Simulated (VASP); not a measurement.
Method: PBE GGA with spin-orbit coupling, VASP's PBE PAW potentials (set 64) (plane waves; VASP 6.6.1).

Input for VASP

INCAR:
```
LSORBIT = .True.
PREC = Accurate
LNONCOLLINEAR = .True.
LREAL = .False.
ISIF = 2
SIGMA = 0.1   # width (eV)
ENCUT = 300   # plane-wave cut-off (eV)
ISMEAR = -1   # Fermi-Dirac
EDIFF = 1E-6   # SCF stop (eV)
LMAXMIX = 4
ALGO = Normal
GGA_COMPAT = .False.
MAGMOM = 6*0.0
SYSTEM = Bi
LASPH = .True.
LCHARG = .False.
NELM = 100   # most electronic steps
LORBIT = 11   # lm-projected
GGA = PE   # PBE
LWAVE = .False.
```

### KPOINTS
```
Automatic
0
Gamma
 6 6 6
0 0 0
```

File POSCAR:
```
Bi
1
    4.1658200000    -2.2750000000     0.0000000000
    4.1658200000     2.2750000000     0.0000000000
    2.9234170000     0.0000000000     3.7394270000
Bi
2
Direct
  0.2340000000   0.2340000000   0.2340000000
  0.7660000000   0.7660000000   0.7660000000
```

POTCAR, in this order: Bi_d (PBE.64 set). Program: vasp_ncl.

At this cut-off the stress carries a Pulay error, which pulls relaxed volumes low.

Question: What does the run give for the energy per atom (σ→0), pressure, largest force, band gap (on the k-mesh)?

Answer: 
| Item | Result |
|---|---|
| energy per atom (σ→0) | -4689 meV/atom |
| band gap (on the k-mesh) | none (metal, semimetal or under 0.01 eV) |
| pressure | 1.99 GPa |
| largest force | 0.076 eV/Å |

File OSZICAR:
```
...
DAV:   6    -0.938743479971E+01    0.61183E-02   -0.16423E-02  3156   0.104E+00    0.642E-01
DAV:   7    -0.938480827171E+01    0.26265E-02   -0.70696E-03  2964   0.552E-01    0.533E-01
DAV:   8    -0.938503545212E+01   -0.22718E-03   -0.14645E-03  2988   0.261E-01    0.601E-02
DAV:   9    -0.938509659576E+01   -0.61144E-04   -0.32831E-04  2716   0.159E-01    0.170E-02
DAV:  10    -0.938510507550E+01   -0.84797E-05   -0.34993E-05  2686   0.620E-02    0.966E-03
DAV:  11    -0.938510725655E+01   -0.21811E-05   -0.66460E-06  2200   0.156E-02    0.499E-03
DAV:  12    -0.938510734778E+01   -0.91228E-07   -0.57351E-07  1866   0.748E-03
   1 F= -.93851073E+01 E0= -.93783310E+01  d E =-.135526E-01  mag=    -0.0000    -0.0000    -0.0000
```

The structure is a typed Bi crystal (R-3m). The cell was not relaxed at this level. The run is one of a series of settings (GGA_COMPAT = .FALSE., LNONCOLLINEAR = .TRUE., LSORBIT = .TRUE., MAGMOM = 0.0 0.0 0.0 0.0 0.0 0.0, program vasp_ncl against the base run), some of them coarse on purpose.
